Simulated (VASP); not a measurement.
Data:

```
CELL_PARAMETERS angstrom
      0.00000     2.34605     2.34605
      2.34605     0.00000     2.34605
      2.34605     2.34605     0.00000
ATOMIC_POSITIONS crystal
  Na 0.00000 0.00000 0.00000
  F  0.50000 0.50000 0.50000
```

The numbers are results of PBE GGA, VASP's PBE PAW potentials (set 64) (plane waves; VASP), not measurements. Run with 520 eV cut-off, 9×9×9 Γ-centred mesh, Gaussian smearing of 0.050 eV, potentials Na_pv F.

Q: What does the run give for the energy per atom (σ→0), band gap (on the k-mesh) with the smallest direct gap where there is one?

A: 
| Item | Result |
|---|---|
| band gap (on the k-mesh) | 6.10 eV |
| smallest direct gap (on the k-mesh) | 6.10 eV |
| energy per atom (σ→0) | -4.285 eV/atom |

The compound is NaF in the rock salt structure. It was relaxed first.
